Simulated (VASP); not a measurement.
These are PBE GGA, VASP's PBE PAW potentials (set 64) (plane waves; VASP) values and carry that method's errors.

A VASP calculation is set up with these files.

**INCAR**
```
ALGO  =  Normal
EDIFF  =  1E-6
ENCUT  =  400
GGA  =  PE
ISIF  =  2
ISMEAR  =  1
ISPIN  =  2
LASPH  =  .TRUE.
LCHARG  =  .FALSE.
LMAXMIX  =  4
LORBIT  =  10
LREAL  =  .FALSE.
LWAVE  =  .FALSE.
MAGMOM  =  0.0 0.5 0.5 0.5
NELM  =  100
PREC  =  Accurate
SIGMA  =  0.1
SYSTEM  =  Ni3Al
```

**KPOINTS**
```
K-points
0
G
 7 7 7
```

### POSCAR
```
Ni3Al
1.0
  3.5700000000   0.0000000000   0.0000000000
  0.0000000000   3.5700000000   0.0000000000
  0.0000000000   0.0000000000   3.5700000000
Al Ni
1 3
Direct
  0.0000000000   0.0000000000   0.0000000000
  0.0000000000   0.5000000000   0.5000000000
  0.5000000000   0.0000000000   0.5000000000
  0.5000000000   0.5000000000   0.0000000000
```

POTCAR, in this order: Al Ni (PBE.64 set). Program: vasp_std.

Output

File OSZICAR:
```
       N       E                     dE             d eps       ncg     rms          rms(c)
DAV:   1     0.168971242964E+03    0.16897E+03   -0.12221E+04  1704   0.164E+03
DAV:   2    -0.179423322304E+02   -0.18691E+03   -0.17871E+03  1680   0.326E+02
DAV:   3    -0.259097284212E+02   -0.79674E+01   -0.74897E+01  1840   0.928E+01
DAV:   4    -0.260490401616E+02   -0.13931E+00   -0.13891E+00  1934   0.109E+01
DAV:   5    -0.260540770942E+02   -0.50369E-02   -0.50364E-02  1963   0.199E+00    0.194E+01
DAV:   6    -0.271415669516E+02   -0.10875E+01   -0.66760E+01  1883   0.135E+02    0.215E+01
DAV:   7    -0.219271886610E+02    0.52144E+01   -0.19287E+01  1886   0.730E+01    0.252E+00
DAV:   8    -0.219220885733E+02    0.51001E-02   -0.43090E-01  1790   0.547E+00    0.159E+00
DAV:   9    -0.219012124590E+02    0.20876E-01   -0.52836E-02  2139   0.322E+00    0.495E-01
DAV:  10    -0.219006242012E+02    0.58826E-03   -0.31665E-03  1922   0.595E-01    0.141E-01
DAV:  11    -0.219005114781E+02    0.11272E-03   -0.20863E-04  1975   0.183E-01    0.889E-02
DAV:  12    -0.219004657057E+02    0.45772E-04   -0.78512E-05  2212   0.112E-01    0.409E-02
DAV:  13    -0.219004588934E+02    0.68123E-05   -0.86307E-06  1853   0.447E-02    0.160E-02
DAV:  14    -0.219004576203E+02    0.12731E-05   -0.21578E-06  1432   0.185E-02    0.799E-03
DAV:  15    -0.219004568482E+02    0.77218E-06   -0.54525E-07  1040   0.662E-03
   1 F= -.21900457E+02 E0= -.21900469E+02  d E =0.364231E-04  mag=     0.7876
```

**OUTCAR**
```
------------------------ aborting loop because EDIFF is reached ----------------------------------------
  FORCE on cell =-STRESS in cart. coord.  units (eV):
  Direction    XX          YY          ZZ          XY          YZ          ZX
  --------------------------------------------------------------------------------------
  Total       -0.2592154     -0.2592154     -0.2592154     -0.0000000     -0.0000000      0.0000000
  in kB       -9.1278119     -9.1278119     -9.1278119     -0.0000000     -0.0000000      0.0000000
  external PRESSURE =      -9.1278119 kB  Pullay stress =       0.0000000 kB
  volume of cell :       45.50
      direct lattice vectors                 reciprocal lattice vectors
     3.570000000  0.000000000  0.000000000     0.280112045  0.000000000  0.000000000
     0.000000000  3.570000000  0.000000000     0.000000000  0.280112045  0.000000000
     0.000000000  0.000000000  3.570000000     0.000000000  0.000000000  0.280112045
 POSITION                                       TOTAL-FORCE (eV/Angst)
 -----------------------------------------------------------------------------------
      0.00000      0.00000      0.00000         0.000000      0.000000      0.000000
      0.00000      1.78500      1.78500         0.000000      0.000000      0.000000
      1.78500      0.00000      1.78500         0.000000      0.000000      0.000000
      1.78500      1.78500      0.00000         0.000000      0.000000      0.000000
 -----------------------------------------------------------------------------------
    total drift:                                0.000000     -0.000000     -0.000000
  FREE ENERGIE OF THE ION-ELECTRON SYSTEM (eV)
  ---------------------------------------------------
  free  energy   TOTEN  =       -21.9004568482 eV

  energy  without entropy=      -21.9004932713  energy(sigma->0) =      -21.90046899

 total charge

# of ion       s       p       d       tot
------------------------------------------
    1        0.407   0.390   0.000   0.797
    2        0.490   0.510   8.372   9.372
    3        0.490   0.510   8.372   9.372
    4        0.490   0.510   8.372   9.372
--------------------------------------------------
tot          1.876   1.922  25.115  28.912

 magnetization (x)

# of ion       s       p       d       tot
------------------------------------------
    1       -0.000  -0.008   0.000  -0.008
    2       -0.003  -0.010   0.293   0.280
    3       -0.003  -0.010   0.293   0.280
    4       -0.003  -0.010   0.293   0.280
--------------------------------------------------
tot         -0.010  -0.037   0.879   0.832
```
(Selected blocks of OUTCAR.)

File OUTCAR:
```
 val. band max:        9.3939668730   @ k =   0.4286   0.4286   0.2857

 cond. band min:       9.4035915717   @ k =   0.1429   0.0000   0.0000


 Fermi energy:         9.3965904206

 spin component 1

 k-point     1 :       0.0000    0.0000    0.0000
  band No.  band energies     occupation
      1      -0.5046      1.00000
      2       5.1368      1.00000
      3       5.7899      1.00000
      4       5.7899      1.00000
      5       6.1262      1.00000
      6       6.1262      1.00000
      7       6.1262      1.00000
      8       8.0146      1.00000
      9       8.0146      1.00000
     10       8.0146      1.00000
     11       8.8214      1.00000
     12       8.8214      1.00000
     13       9.1081      1.00018
     14       9.2748      1.03545
     15       9.2748      1.03545
     16       9.2748      1.03545
     17      10.2634     -0.00000
     18      10.2634     -0.00000
     19      10.2634     -0.00000
     20      15.8873      0.00000
     21      15.8873      0.00000

 k-point     2 :       0.1429    0.0000    0.0000
  band No.  band energies     occupation
      1      -0.2578      1.00000
      2       5.1900      1.00000
      3       5.6462      1.00000
      4       5.9418      1.00000
      5       6.1659      1.00000
      6       6.1659      1.00000
      7       6.1814      1.00000
      8       7.8830      1.00000
      9       7.8830      1.00000
     10       7.9543      1.00000
     11       8.6703      1.00000
     12       8.8229      1.00000
     13       8.8595      1.00000
     14       8.8596      1.00000
     15       9.0212      1.00000
     16       9.2749      1.03545
     17       9.4036      0.44091
     18      10.9957     -0.00000
     19      10.9957     -0.00000
     20      15.8746      0.00000
     21      16.3101      0.00000

 k-point     3 :       0.2857    0.0000    0.0000
  band No.  band energies     occupation
      1       0.4651      1.00000
...
```

The compound is Ni3Al in the L1_2 structure. The cell was not relaxed at this level.
